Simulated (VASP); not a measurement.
Computed with PBEsol GGA, VASP's PBE PAW potentials (set 64) (plane waves; VASP).

VASP input:

INCAR:
```
SYSTEM = FeSi2
PREC = Accurate
ENCUT = 400
EDIFF = 1E-6
NELM = 100
ALGO = Normal
LREAL = .FALSE.
LASPH = .TRUE.
ISMEAR = 1
SIGMA = 0.1
GGA = PS
LMAXMIX = 4
ISPIN = 2
MAGMOM = 4.0 0.0 0.0
LORBIT = 10
LWAVE = .FALSE.
LCHARG = .FALSE.
IBRION = 2
ISIF = 3
NSW = 60
EDIFFG = -0.02
```

### POSCAR
```
FeSi2
1.0
  2.6787778756   0.0000000000   0.0000000000
  0.0000000000   2.6787778756   0.0000000000
  0.0000000000   0.0000000000   5.1162800964
Fe Si
1 2
Direct
  0.5000000000   0.5000000000   0.0000000000
  1.0000000000   1.0000000000   0.2722508046
  0.0000000000   1.0000000000   0.7277491954
```

**KPOINTS**
```
Automatic mesh
0
Gamma
10 10 6
0 0 0
```

POTCAR, in this order: Fe Si (PBE.64 set). Program: vasp_std.

The resulting files:

### OUTCAR
```
 ion  position               nearest neighbor table
   1  0.500  0.500  0.000-   2 2.35   3 2.35   2 2.35   3 2.35   2 2.35   3 2.35   2 2.35   3 2.35
  LATTYP: Found a simple tetragonal cell.
 ALAT       =     2.6787778756
 C/A-ratio  =     1.9099306975
 Subroutine PRICEL returns:
 Original cell was already a primitive cell.
 Subroutine GETGRP returns: Found 16 space group operations
The static configuration has the point symmetry D_4h.
The dynamic configuration has the point symmetry D_4h.
The overall configuration has the point symmetry D_4h.
 Subroutine INISYM returns: Found 16 space group operations
 Subroutine IBZKPT returns following result:
 Found     84 irreducible k-points:

 Following reciprocal coordinates:
            Coordinates               Weight
  0.000000  0.000000  0.000000      1.000000
  0.100000  0.000000  0.000000      4.000000
  0.200000  0.000000  0.000000      4.000000
  0.300000  0.000000  0.000000      4.000000
  0.400000  0.000000  0.000000      4.000000
  0.500000  0.000000  0.000000      2.000000
  0.100000  0.100000  0.000000      4.000000
  0.200000  0.100000  0.000000      8.000000
...
```

OSZICAR:
```
       N       E                     dE             d eps       ncg     rms          rms(c)
DAV:   1     0.474982417394E+02    0.47498E+02   -0.60178E+03  4704   0.946E+02
DAV:   2    -0.195211711135E+02   -0.67019E+02   -0.60468E+02  4822   0.194E+02
DAV:   3    -0.223376556075E+02   -0.28165E+01   -0.27216E+01  6510   0.426E+01
DAV:   4    -0.223970789762E+02   -0.59423E-01   -0.59231E-01  5192   0.600E+00
DAV:   5    -0.223986529699E+02   -0.15740E-02   -0.15737E-02  6572   0.999E-01    0.208E+01
DAV:   6    -0.263739282135E+02   -0.39753E+01   -0.27461E+01  6190   0.104E+02    0.205E+01
DAV:   7    -0.219044840678E+02    0.44694E+01   -0.16179E+01  6304   0.940E+01    0.674E+00
DAV:   8    -0.219839577342E+02   -0.79474E-01   -0.81708E-01  5972   0.104E+01    0.249E+00
DAV:   9    -0.219582966328E+02    0.25661E-01   -0.79645E-02  6624   0.503E+00    0.149E+00
DAV:  10    -0.219549601185E+02    0.33365E-02   -0.53471E-03  6666   0.789E-01    0.633E-01
DAV:  11    -0.219537482064E+02    0.12119E-02   -0.11207E-03  6056   0.366E-01    0.190E-01
DAV:  12    -0.219536831406E+02    0.65066E-04   -0.28213E-04  6926   0.215E-01    0.651E-02
DAV:  13    -0.219536964900E+02   -0.13349E-04   -0.18851E-05  6212   0.474E-02    0.365E-02
DAV:  14    -0.219537000151E+02   -0.35251E-05   -0.71261E-06  6432   0.406E-02    0.157E-02
DAV:  15    -0.219537022940E+02   -0.22788E-05   -0.30356E-06  5410   0.296E-02    0.882E-03
DAV:  16    -0.219537033234E+02   -0.10295E-05   -0.83481E-07  3132   0.182E-02    0.554E-03
DAV:  17    -0.219537039651E+02   -0.64166E-06   -0.72289E-07  2950   0.134E-02
   1 F= -.21953704E+02 E0= -.21953549E+02  d E =-.219537E+02  mag=     0.0637
       N       E                     dE             d eps       ncg     rms          rms(c)
DAV:   1    -0.219600500839E+02   -0.63468E-02   -0.78315E-02  5350   0.515E+00    0.799E-01
DAV:   2    -0.219762356522E+02   -0.16186E-01   -0.84652E-02  6146   0.760E+00    0.126E+00
DAV:   3    -0.219537397122E+02    0.22496E-01   -0.41360E-02  6200   0.548E+00    0.150E-01
DAV:   4    -0.219536044491E+02    0.13526E-03   -0.13630E-03  4972   0.315E-01    0.443E-02
DAV:   5    -0.219535921681E+02    0.12281E-04   -0.47598E-05  7170   0.128E-01    0.176E-02
DAV:   6    -0.219535929069E+02   -0.73884E-06   -0.24919E-06  4860   0.178E-02
   2 F= -.21953593E+02 E0= -.21953446E+02  d E =0.111058E-03  mag=     0.0538
       N       E                     dE             d eps       ncg     rms          rms(c)
DAV:   1    -0.219559195319E+02   -0.23274E-02   -0.23044E-02  5332   0.280E+00    0.433E-01
DAV:   2    -0.219608204813E+02   -0.49009E-02   -0.25433E-02  6232   0.418E+00    0.691E-01
DAV:   3    -0.219540420289E+02    0.67785E-02   -0.12163E-02  6274   0.292E+00    0.808E-02
DAV:   4    -0.219539994750E+02    0.42554E-04   -0.37238E-04  4806   0.154E-01    0.250E-02
DAV:   5    -0.219539936600E+02    0.58149E-05   -0.13523E-05  6910   0.776E-02    0.802E-03
DAV:   6    -0.219539934430E+02    0.21705E-06   -0.80147E-07  2706   0.818E-03
   3 F= -.21953993E+02 E0= -.21953832E+02  d E =-.289478E-03  mag=     0.0532
```

**OUTCAR**
```
------------------------ aborting loop because EDIFF is reached ----------------------------------------
  FORCE on cell =-STRESS in cart. coord.  units (eV):
  Direction    XX          YY          ZZ          XY          YZ          ZX
  --------------------------------------------------------------------------------------
  Total        0.0282588      0.0282588     -0.0142990      0.0000000      0.0000000     -0.0000000
  in kB        1.2368498      1.2368498     -0.6258499      0.0000000      0.0000000     -0.0000000
  external PRESSURE =       0.6159499 kB  Pullay stress =       0.0000000 kB
  volume of cell :       36.61
      direct lattice vectors                 reciprocal lattice vectors
     2.676925105  0.000000000  0.000000000     0.373562935  0.000000000  0.000000000
     0.000000000  2.676925105  0.000000000     0.000000000  0.373562935  0.000000000
     0.000000000  0.000000000  5.108281168    -0.000000000  0.000000000  0.195760564
 POSITION                                       TOTAL-FORCE (eV/Angst)
 -----------------------------------------------------------------------------------
      1.33846      1.33846      0.00000         0.000000     -0.000000      0.000000
      0.00000      0.00000      1.38975         0.000000     -0.000000     -0.005583
      0.00000      0.00000      3.71853         0.000000      0.000000      0.005583
 -----------------------------------------------------------------------------------
    total drift:                                0.000000      0.000000      0.000000
  FREE ENERGIE OF THE ION-ELECTRON SYSTEM (eV)
  ---------------------------------------------------
  free  energy   TOTEN  =       -21.9539934430 eV

  energy  without entropy=      -21.9535099998  energy(sigma->0) =      -21.95383230

 total charge

# of ion       s       p       d       tot
------------------------------------------
    1        0.469   0.709   6.709   7.887
    2        0.733   0.900   0.000   1.633
    3        0.733   0.900   0.000   1.633
--------------------------------------------------
tot          1.936   2.508   6.709  11.153

 magnetization (x)

# of ion       s       p       d       tot
------------------------------------------
    1       -0.000  -0.001   0.057   0.055
    2       -0.000  -0.001   0.000  -0.001
    3       -0.000  -0.001   0.000  -0.001
--------------------------------------------------
tot         -0.001  -0.003   0.057   0.053

 reached required accuracy - stopping structural energy minimisation
```
(Selected blocks of OUTCAR.)

CONTCAR:
```
FeSi2
   1.00000000000000
     2.6769251054458669    0.0000000000000000    0.0000000000000000
     0.0000000000000000    2.6769251054458669    0.0000000000000000
     0.0000000000000000    0.0000000000000000    5.1082811676021169
  Fe              Si
     1     2
Direct
     0.5000000000000000    0.5000000000000000    0.0000000000000000
     0.0000000000000000    0.0000000000000000    0.2720587508532007
     0.0000000000000000    0.0000000000000000    0.7279412491467994
```

The structure comes from a measured FeSi2 entry (P4/mmm) of the Crystallography Open Database, whose conditions weren't checked. This run relaxes it. Symmetry was kept, so distortions that lower it aren't found. The start is the result of an earlier pass.
